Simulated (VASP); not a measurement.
An input for Ansatz (written as the equivalent of a VASP run, and not itself run):

Ansatz 0.2 input:
```yaml
crystal:
  lattice:
    - [4.0846035, 0.0000000, 0.0000000]
    - [0.0000000, 4.0846035, 0.0000000]
    - [0.0000000, 0.0000000, 4.0846035]
  atoms:
    - { symbol: Sc, position: [0.0000000, 0.0000000, 0.0000000] }
    - { symbol: Al, position: [0.0000000, 0.5000000, 0.5000000] }
    - { symbol: Al, position: [0.5000000, 0.0000000, 0.5000000] }
    - { symbol: Al, position: [0.5000000, 0.5000000, 0.0000000] }
kpoints:
  mp_grid: { grid: [8, 8, 8] }
hamiltonian:
  xc: r2scan
  pseudopotentials: { kind: paw }
scf:
  occupations: { method: methfessel_paxton, width: 0.1 }
  max_iter: 100
output: { forces: true, stress: true, eigenvalues: true }
```

Problem. Translate this input to VASP (INCAR, KPOINTS, POSCAR, choice of POTCAR).

Solution. Several could match; the one computed here: 
### KPOINTS
```
kpoints
0
G
  8 8 8
0 0 0
```

INCAR:
```
! general
SYSTEM  = Al3Sc
PREC    = Accurate
ENCUT   = 480
LREAL   = .FALSE.   ! projection in real space or not
LASPH   = .TRUE.   ! aspherical one-centre terms

! electronic loop
EDIFF   = 1E-7
NELM    = 100   ! most electronic steps
ALGO    = Normal   ! blocked Davidson
LMAXMIX = 4
LMIXTAU = .TRUE.

! smearing
ISMEAR  = 1   ! Methfessel-Paxton
SIGMA   = 0.1   ! width (eV)

! functional
METAGGA = R2SCAN

! ions
ISIF    = 2

! output
LWAVE   = .FALSE.
LCHARG  = .FALSE.
```

### POSCAR
```
Al3Sc
1
    4.0846035265     0.0000000000     0.0000000000
    0.0000000000     4.0846035265     0.0000000000
    0.0000000000     0.0000000000     4.0846035265
Sc Al
1 3
Direct
  0.0000000000   0.0000000000   0.0000000000
  0.0000000000   0.5000000000   0.5000000000
  0.5000000000   0.0000000000   0.5000000000
  0.5000000000   0.5000000000   0.0000000000
```

POTCAR, in this order: Sc_sv Al (PBE.64 set). Program: vasp_std.

Limits of the translation: each code has its own PAW files, so the cut-off isn't converted (ENCUT is set for VASP's; basis.ecutwfc is left out, and Ansatz then takes the one that its files recommend); Ansatz stops its SCF on the density residual and VASP on the energy change (EDIFF).

The compound is Al3Sc in the L1_2 structure. It was relaxed first.
